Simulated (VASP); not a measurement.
```
CELL_PARAMETERS angstrom
      5.64092     0.00000     0.00000
      0.00000     3.98873     0.00000
      0.00000     0.00000    26.88926
ATOMIC_POSITIONS crystal
  Zn 0.94238 0.00000 0.66726
  Zn 0.51853 0.50000 0.61591
  Zn 0.01500 0.00000 0.53507
  Zn 0.51500 0.50000 0.46493
  Zn 0.01853 0.00000 0.38409
  Zn 0.44238 0.50000 0.33274
  Se 0.26675 0.00000 0.60996
  Se 0.74486 0.50000 0.69253
  Se 0.26247 0.00000 0.46095
  Se 0.76247 0.50000 0.53905
  Se 0.24486 0.00000 0.30747
  Se 0.76675 0.50000 0.39004
```

Computed with PBEsol GGA, VASP's PBE PAW potentials (set 64) (plane waves; VASP 6.6.1). Settings: PREC = Normal, 400 eV cut-off, 4×5×1 Γ-centred mesh, Gaussian smearing of 0.050 eV, potentials Zn Se.

Question: What does the run give for the energy per atom (σ→0), band gap (on the k-mesh) with the smallest direct gap where there is one?

Answer: 
| Quantity | Value |
|---|---|
| band gap (on the k-mesh) | 1.69 eV |
| smallest direct gap (on the k-mesh) | 1.69 eV |
| energy per atom (σ→0) | -3.288 eV/atom |

Total energies compare only between runs with the same potentials, cut-off and functional.

The cell is a thin slab with vacuum, built from ZnSe (zinc blende): (110) face.
